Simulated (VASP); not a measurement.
# Li7Bi (Fm-3m) in VASP: notebook

The runs below take Li7Bi through relaxation of cell and atoms, with PBE, PBEsol.

Everything below comes from runs of VASP 6.6.1. Logs are shortened: lines on timing, memory, paths and dates and some standing lists are left out, and cuts for length are marked.

## (1) The crystal as given

The structure is cubic, space group Fm-3m (No. 225). The conventional cell has a = 8.605 Å, b = 8.605 Å, c = 8.605 Å, α = 90.00°, β = 90.00°, γ = 90.00°. Li (site symmetry mmm) is surrounded by 10 Li at 3.04 Å and 2 Bi at 3.04 Å. Li (site symmetry m-3m) is surrounded by 12 Li at 3.04 Å. Bi (site symmetry m-3m) is surrounded by 12 Li at 3.04 Å.

The cell was built by a generator and needn't be a form met in nature.

## (2) Relaxation of cell and atoms, PBE

INCAR reads:

```
SYSTEM = Li7Bi
PREC = Accurate
ENCUT = 600
EDIFF = 1E-6
ISMEAR = 1
SIGMA = 0.2
LREAL = .False.
LASPH = .True.
NELM = 100
ALGO = Normal
ISIF = 3
LWAVE = .False.
LCHARG = .False.
GGA = PE
IBRION = 2
NSW = 60
EDIFFG = -0.01
```

KPOINTS reads:

```
Automatic mesh
0
Gamma
  6 6 6
  0 0 0
```

POSCAR reads:

```
Li7Bi
1.0
    0.0000000000      4.3027500000      4.3027500000
    4.3027500000      0.0000000000      4.3027500000
    4.3027500000      4.3027500000      0.0000000000
Li Bi
7 1
Direct
    0.5000000000      0.0000000000      0.0000000000
    0.0000000000      0.5000000000      0.5000000000
    0.0000000000      0.5000000000      0.0000000000
    0.5000000000      0.0000000000      0.5000000000
    0.0000000000      0.0000000000      0.5000000000
    0.5000000000      0.5000000000      0.0000000000
    0.5000000000      0.5000000000      0.5000000000
    0.0000000000      0.0000000000      0.0000000000
```

Potentials or basis: VASP PAW PBE potentials, release 64 (Li_sv, Bi_d).

The run is started by

```sh
> cat potpaw_PBE.64/Li_sv/POTCAR potpaw_PBE.64/Bi_d/POTCAR > POTCAR
> mpirun -np 1 vasp_std > vasp.out
```

OUTCAR:

```text
SYSTEM = Li7Bi
   PREC = Accurate
   ENCUT = 600
   EDIFF = 1E-6
   ISMEAR = 1
   LREAL = .False.
   LASPH = .True.
   NELM = 100
   ISIF = 3
   GGA = PE
   IBRION = 2
   NSW = 60
   EDIFFG = -0.01

 ion  position               nearest neighbor table
   1  0.500  0.000  0.000-   8 3.04   8 3.04
   2  0.000  0.500  0.500-   8 3.04   8 3.04
   3  0.000  0.500  0.000-   8 3.04   8 3.04
   4  0.500  0.000  0.500-   8 3.04   8 3.04
   5  0.000  0.000  0.500-   8 3.04   8 3.04
   6  0.500  0.500  0.000-   8 3.04   8 3.04
   7  0.500  0.500  0.500-
   8  0.000  0.000  0.000-   1 3.04   3 3.04   5 3.04   2 3.04   4 3.04   5 3.04   2 3.04   3 3.04
                             6 3.04   1 3.04   4 3.04   6 3.04

  LATTYP: Found a face centered cubic cell.
 ALAT       =     8.6055000000

  Lattice vectors:

 A1 = (   0.0000000000,   4.3027500000,   4.3027500000)
 A2 = (   4.3027500000,   0.0000000000,   4.3027500000)
 A3 = (   4.3027500000,   4.3027500000,   0.0000000000)

Analysis of symmetry for initial positions (statically):
=====================================================================
 Subroutine PRICEL returns:
 Original cell was already a primitive cell.

 Routine SETGRP: Setting up the symmetry group for a
 face centered cubic supercell.

 Subroutine GETGRP returns: Found 48 space group operations
 (whereof 48 operations were pure point group operations)
 out of a pool of 48 trial point group operations.

The static configuration has the point symmetry O_h .

Analysis of symmetry for dynamics (positions and initial velocities):
=====================================================================
 Subroutine PRICEL returns:
 Original cell was already a primitive cell.

 Routine SETGRP: Setting up the symmetry group for a
 face centered cubic supercell.

 Subroutine GETGRP returns: Found 48 space group operations
 (whereof 48 operations were pure point group operations)
 out of a pool of 48 trial point group operations.

The dynamic configuration has the point symmetry O_h .

 Subroutine INISYM returns: Found 48 space group operations
 (whereof 48 operations are pure point group operations),
 and found     1 'primitive' translations

----------------------------------------------------------------------------------------

                                     Primitive cell

  volume of cell :     159.3193

  direct lattice vectors                    reciprocal lattice vectors
     0.000000000  4.302750000  4.302750000    -0.116204753  0.116204753  0.116204753
     4.302750000  0.000000000  4.302750000     0.116204753 -0.116204753  0.116204753
     4.302750000  4.302750000  0.000000000     0.116204753  0.116204753 -0.116204753

  length of vectors
     6.085007406  6.085007406  6.085007406     0.201272536  0.201272536  0.201272536

  position of ions in fractional coordinates (direct lattice)
     0.500000000  0.000000000  0.000000000
     0.000000000  0.500000000  0.500000000
     0.000000000  0.500000000  0.000000000
     0.500000000  0.000000000  0.500000000
     0.000000000  0.000000000  0.500000000
     0.500000000  0.500000000  0.000000000
     0.500000000  0.500000000  0.500000000
     0.000000000  0.000000000  0.000000000

  ion indices of the primitive-cell ions
   primitive index   ion index
                 1           1
                 2           2
                 3           3
                 4           4
                 5           5
                 6           6
                 7           7
                 8           8

----------------------------------------------------------------------------------------

 KPOINTS: Automatic mesh

Automatic generation of k-mesh.
 Grid dimensions read from file:
 generate k-points for:    6    6    6

 Generating k-lattice:

  Cartesian coordinates                     Fractional coordinates (reciprocal lattice)
    -0.019367459  0.019367459  0.019367459     0.166666667  0.000000000  0.000000000
     0.019367459 -0.019367459  0.019367459     0.000000000  0.166666667  0.000000000
     0.019367459  0.019367459 -0.019367459     0.000000000  0.000000000  0.166666667

  Length of vectors
[... 33 lines left out ...]
   ions per type =               7   1
   NGX,Y,Z   is equivalent  to a cutoff of  13.66, 13.66, 13.66 a.u.
   NGXF,Y,Z  is equivalent  to a cutoff of  27.32, 27.32, 27.32 a.u.
 SYSTEM =  Li7Bi
   PREC   = accura    normal or accurate (medium, high low for compatibility)
   ISTART =      0    job   : 0-new  1-cont  2-samecut
   ICHARG =      2    charge: 1-file 2-atom 10-const
   ISPIN  =      1    spin polarized calculation?
   LNONCOLLINEAR =      F non collinear calculations
   LSORBIT =      F    spin-orbit coupling
   LASPH  =      T    aspherical Exc in radial PAW
   ENCUT  =  600.0 eV  44.10 Ry    6.64 a.u.  12.15 12.15 12.15*2*pi/ulx,y,z
   NELM   =    100;   NELMIN=  2; NELMDL= -5     # of ELM steps
   EDIFF  = 0.1E-05   stopping-criterion for ELM
   LREAL  =      F    real-space projection
   EDIFFG = -.1E-01   stopping-criterion for IOM
   NSW    =     60    number of steps for IOM
   IBRION =      2    ionic relax: 0-MD 1-quasi-New 2-CG
   NFREE  =      1    steps in history (QN), initial steepest desc. (CG)
   ISIF   =      3    stress and relaxation
   ISYM   =      2    0-nonsym 1-usesym 2-fastsym
   POTIM  = 0.5000    time-step for ionic-motion
   TEBEG  =    0.0;   TEEND  =   0.0 temperature during run
   PSTRESS=    0.0 pullay stress
   NELECT =      36.0000    total number of electrons
   NUPDOWN=      -1.0000    fix difference up-down
   EMIN   =  10.00;   EMAX   =-10.00  energy-range for DOS
   EFERMI =   0.00;   METHOD = LEGACY
   ISMEAR =     1;   SIGMA  =   0.20  broadening in eV -4-tet -1-fermi 0-gaus
   EFERMI_NEDOS =   21; number of points for ismear=-14 and -15
   IALGO  =     38    algorithm
   IMIX   =      4    mixing-type and parameters
     AMIX     =   0.40;   BMIX     =  1.00
     AMIX_MAG =   1.60;   BMIX_MAG =  1.00
  volume/ion in A,a.u.               =      19.91       134.39
  Fermi-wavevector in a.u.,A,eV,Ry     =   0.997133  1.884307 13.527909  0.994273
  Thomas-Fermi vector in A             =   2.129268
   LORBIT       =      0    0 simple, 1 ext, 2 COOP (PROOUT), +10 PAW based schemes
   GGA     = PE    functional components
   LHFCALC =     F    Hartree Fock is set to
   AEXX    =    0.0000 exact exchange contribution
   IVDW    =     0    specifies the selected vdW correction
   LEPSILON=     F    determine dielectric tensor
   LRPA    =     F    only Hartree local field effects (RPA)
 conjugate gradient relaxation of ions
 non-spin polarized calculation
 Methfessel and Paxton  Order N= 1 SIGMA  =   0.20
  energy-cutoff  :      600.00
  volume of cell :      159.32
 maximum number of plane-waves:      5346
 NGX is ok and might be reduce to    50
   NGX = 25   NGY = 25   NGZ = 25

--------------------------------------- Ionic step        1  -------------------------------------------

 number of electron      36.0000044 magnetization

 Free energy of the ion-electron system (eV)
  ---------------------------------------------------
  ext. energy  EPLUGINS =         0.00000000
  ---------------------------------------------------
  free energy    TOTEN  =       -18.73157628 eV

  energy without entropy =      -18.72817499  energy(sigma->0) =      -18.73044252

------------------------ aborting loop because EDIFF is reached ----------------------------------------

  FORCE on cell =-STRESS in cart. coord.  units (eV):
  Direction    XX          YY          ZZ          XY          YZ          ZX
  --------------------------------------------------------------------------------------
  -------------------------------------------------------------------------------------
  Total       -0.0897136     -0.0897136     -0.0897136      0.0000000     -0.0000000      0.0000000
  in kB       -0.9021955     -0.9021955     -0.9021955      0.0000000     -0.0000000      0.0000000
  external PRESSURE =      -0.9021955 kB  Pullay stress =       0.0000000 kB

 VOLUME and BASIS-vectors are now :
 -----------------------------------------------------------------------------
  energy-cutoff  :      600.00
  volume of cell :      159.32
      direct lattice vectors                 reciprocal lattice vectors
     0.000000000  4.302750000  4.302750000    -0.116204753  0.116204753  0.116204753
     4.302750000  0.000000000  4.302750000     0.116204753 -0.116204753  0.116204753
     4.302750000  4.302750000  0.000000000     0.116204753  0.116204753 -0.116204753

 POSITION                                       TOTAL-FORCE (eV/Angst)
 -----------------------------------------------------------------------------------
      0.00000      2.15137      2.15137         0.000000     -0.000000     -0.000000
      4.30275      2.15137      2.15137         0.000000     -0.000000      0.000000
      2.15137      0.00000      2.15137        -0.000000     -0.000000      0.000000
      2.15137      4.30275      2.15137         0.000000      0.000000     -0.000000
      2.15137      2.15137      0.00000        -0.000000      0.000000      0.000000
      2.15137      2.15137      4.30275        -0.000000     -0.000000     -0.000000
      4.30275      4.30275      4.30275        -0.000000     -0.000000      0.000000
      0.00000      0.00000      0.00000        -0.000000     -0.000000      0.000000
 -----------------------------------------------------------------------------------
    total drift:                                0.000000     -0.000000      0.000000

  FREE ENERGIE OF THE ION-ELECTRON SYSTEM (eV)
  ---------------------------------------------------
  free  energy   TOTEN  =       -18.7315762788 eV

  energy  without entropy=      -18.7281749910  energy(sigma->0) =      -18.73044252

--------------------------------------- Ionic step        2  -------------------------------------------

 number of electron      36.0000043 magnetization

 Free energy of the ion-electron system (eV)
  ---------------------------------------------------
  ext. energy  EPLUGINS =         0.00000000
  ---------------------------------------------------
  free energy    TOTEN  =       -18.73169510 eV

  energy without entropy =      -18.72833956  energy(sigma->0) =      -18.73057658

 E-fermi :   2.3144     XC(G=0):  -7.8488

 val. band max:        2.2747990626   @ k =   0.3333   0.1667   0.0000
 cond. band min:       2.3366873368   @ k =   0.5000   0.3333   0.1667
 fundamental gap:      0.0618882742
 Fermi energy:         2.3144359775

 k-point     1 :       0.0000    0.0000    0.0000
  band No.  band energies     occupation
      1     -44.5278      2.00000
      2     -44.1836      2.00000
      3     -44.1706      2.00000
      4     -44.1706      2.00000
      5     -44.1706      2.00000
      6     -44.1643      2.00000
[... 405 lines left out ...]
     22       5.2115     -0.00000
     23       5.4955     -0.00000

------------------------ aborting loop because EDIFF is reached ----------------------------------------

  FORCE on cell =-STRESS in cart. coord.  units (eV):
  Direction    XX          YY          ZZ          XY          YZ          ZX
  --------------------------------------------------------------------------------------
  -------------------------------------------------------------------------------------
  Total       -0.0613143     -0.0613143     -0.0613143     -0.0000000      0.0000000      0.0000000
  in kB       -0.6176030     -0.6176030     -0.6176030     -0.0000000      0.0000000      0.0000000
  external PRESSURE =      -0.6176030 kB  Pullay stress =       0.0000000 kB

 VOLUME and BASIS-vectors are now :
 -----------------------------------------------------------------------------
  energy-cutoff  :      600.00
  volume of cell :      159.06
      direct lattice vectors                 reciprocal lattice vectors
     0.000000000  4.300422200  4.300422200    -0.116267654  0.116267654  0.116267654
     4.300422200 -0.000000000  4.300422200     0.116267654 -0.116267654  0.116267654
     4.300422200  4.300422200  0.000000000     0.116267654  0.116267654 -0.116267654

 POSITION                                       TOTAL-FORCE (eV/Angst)
 -----------------------------------------------------------------------------------
      0.00000      2.15021      2.15021        -0.000000     -0.000000      0.000000
      4.30042      2.15021      2.15021         0.000000     -0.000000      0.000000
      6.45063      4.30042      2.15021         0.000000      0.000000     -0.000000
      6.45063      4.30042      6.45063         0.000000      0.000000     -0.000000
      2.15021      2.15021      0.00000        -0.000000      0.000000      0.000000
      6.45063      6.45063      4.30042        -0.000000     -0.000000     -0.000000
      4.30042      4.30042      4.30042        -0.000000      0.000000     -0.000000
      4.30042      4.30042      0.00000        -0.000000      0.000000     -0.000000
 -----------------------------------------------------------------------------------
    total drift:                               -0.000000     -0.000000      0.000000

  FREE ENERGIE OF THE ION-ELECTRON SYSTEM (eV)
  ---------------------------------------------------
  free  energy   TOTEN  =       -18.7316950964 eV

  energy  without entropy=      -18.7283395578  energy(sigma->0) =      -18.73057658

 reached required accuracy - stopping structural energy minimisation
```

Wall time 62 s (1 thread of Intel Xeon 6975P-C (Granite Rapids), shared host); peak memory 0.38 GiB.

What came out:

| Quantity | Value |
| --- | --- |
| Free energy | -18.7317 eV |
| Relaxed volume | 19.88 Å³/atom |
| Relaxed cell | a = 6.082 Å, b = 6.082 Å, c = 6.082 Å, α = 60.00°, β = 60.00°, γ = 60.00° |
| Space group after relaxing (to 0.05 Å) | Fm-3m (No. 225) |
| Energy gained by relaxing | 0.0 meV/atom |
| Ionic steps | 2 |
| Pressure after relaxing | -0.1 GPa |
| Band gap on the k mesh | none (metal or under the smearing width) |

Step by step:
```
step  energy change (eV)  largest force (eV/Å)  pressure (GPa)  volume (Å³)
   1              0.0000                0.0000           -0.09       159.32
   2             -0.0001                0.0000           -0.06       159.06
```

Final structure:
```
Li Bi
1.0
     0.00000    4.30042    4.30042
     4.30042    0.00000    4.30042
     4.30042    4.30042    0.00000
Li Bi
7 1
Direct
  0.50000 0.00000 0.00000
  0.00000 0.50000 0.50000
  0.00000 0.50000 0.00000
  0.50000 0.00000 0.50000
  0.00000 0.00000 0.50000
  0.50000 0.50000 0.00000
  0.50000 0.50000 0.50000
  0.00000 0.00000 0.00000
```

Caveat: the cutoff is under 1.25 times the usual one of these potentials, so pressure, stress and relaxed cells hold a basis-set (Pulay) error; spin-orbit coupling is left out, which moves the levels of the heavy elements.

## (3) Relaxation of cell and atoms, PBEsol (volume scaled by 0.96)

INCAR reads:

```
PREC = Accurate
ENCUT = 600
EDIFF = 1E-6
ISMEAR = 1
SIGMA = 0.2
LREAL = F
LASPH = T
NELM = 100
ALGO = Fast
ISIF = 3
LWAVE = F
LCHARG = F
GGA = PS
IBRION = 2
NSW = 60
EDIFFG = -0.05
NBANDS = 19
```

KPOINTS reads:

```
Automatic mesh
0
Gamma
  6 6 6
```

Changes to POSCAR since step 2:

```diff
@@ -2,5 +2,5 @@
 1.0
-    0.0000000000      4.3027500000      4.3027500000
-    4.3027500000      0.0000000000      4.3027500000
-    4.3027500000      4.3027500000      0.0000000000
+    0.0000000000      4.2445976011      4.2445976011
+    4.2445976011      0.0000000000      4.2445976011
+    4.2445976011      4.2445976011      0.0000000000
 Li Bi
```

Potentials or basis: VASP PAW PBE potentials, release 64 (Li_sv, Bi_d).

The run is started by

```sh
> cat potpaw_PBE.64/Li_sv/POTCAR potpaw_PBE.64/Bi_d/POTCAR > POTCAR
> mpirun -np 1 vasp_std > vasp.out
```

Run time: 5.7 min. Hardware: 1 thread of Intel Xeon 6975P-C (Granite Rapids), shared host; peak memory 0.36 GiB.

It converged, with:

* Free energy: -19.6337 eV
* Relaxed volume: 19.29 Å³/atom
* Relaxed cell: a = 6.021 Å, b = 6.021 Å, c = 6.021 Å, α = 60.00°, β = 60.00°, γ = 60.00°
* Space group after relaxing (to 0.05 Å): Fm-3m (No. 225)
* Energy gained by relaxing: 0.3 meV/atom
* Ionic steps: 2
* Pressure after relaxing: 0.1 GPa

Step by step:
```csv
step,energy change (eV),largest force (eV/Å),pressure (GPa),volume (Å³)
1,0.0000,0.0000,0.52,152.95
2,-0.0021,0.0000,0.11,154.32
```

Final structure:
```
CELL_PARAMETERS angstrom
0.00000 4.25730 4.25730
4.25730 0.00000 4.25730
4.25730 4.25730 0.00000
ATOMIC_POSITIONS crystal
Li 0.50000 0.00000 0.00000
Li 0.00000 0.50000 0.50000
Li 0.00000 0.50000 0.00000
Li 0.50000 0.00000 0.50000
Li 0.00000 0.00000 0.50000
Li 0.50000 0.50000 0.00000
Li 0.50000 0.50000 0.50000
Bi 0.00000 0.00000 0.00000
```

Levels at points of the mesh, in eV from the Fermi level:
```csv
k point,band 15,band 16,band 17,band 18,band 19
"(0.00, 0.00, 0.00)",-2.36,-2.36,-2.12,-0.12,0.83
"(0.50, 0.00, 0.00)",-2.22,-2.22,-1.17,0.24,0.26
"(0.50, 0.50, 0.00)",-2.53,-2.53,-1.65,-0.69,2.07
```

Caveat: the cutoff is under 1.25 times the usual one of these potentials, so pressure, stress and relaxed cells hold a basis-set (Pulay) error; the bands computed are all filled at some k points, so no gap is given; the PAW data sets were made with another functional, which shifts forces and pressure a little; spin-orbit coupling is left out, which moves the levels of the heavy elements; the relaxation stopped at a loose force limit of 0.05 eV/Å, so its end isn't a converged minimum.

## (4) For comparison

An earlier run on the cell as given: functional PBE; potentials or basis VASP PAW PBE potentials, release 64 (Li_sv, Bi_d); cutoff 520 eV; k mesh 6 × 6 × 6; occupations fermi-dirac, width 0.05 eV; no spin polarisation.

- Band gap on the k mesh: none (metal or under the smearing width)

## (5) The runs side by side

```csv
task,level,cell,cutoff (eV),smearing,other keys,gap on the mesh (eV),pressure (GPa),relaxed volume (Å³/atom)
relaxation of cell and atoms,PBE,relaxed,600,methfessel-paxton 0.2 eV,-,none,-0.1,19.88
relaxation of cell and atoms,PBEsol,relaxed from: volume scaled by 0.96,600,methfessel-paxton 0.2 eV,EDIFFG = -0.05; NBANDS = 19,-,0.1,19.29
single point,PBE,as given,520,fermi-dirac 0.05 eV,-,none,-,-
```

Alike in all rows: potentials or basis VASP PAW PBE potentials, release 64 (Li_sv, Bi_d); no spin polarisation; k mesh 6 × 6 × 6.

Caveats: the cutoff is under 1.25 times the usual one of these potentials, so pressure, stress and relaxed cells hold a basis-set (Pulay) error; spin-orbit coupling is left out, which moves the levels of the heavy elements; the bands computed are all filled at some k points, so no gap is given (some runs); the PAW data sets were made with another functional, which shifts forces and pressure a little (some runs); the relaxation stopped at a loose force limit of 0.05 eV/Å, so its end isn't a converged minimum (some runs).

Total energies depend on the potentials used, so only differences within one code and one set of settings carry meaning.
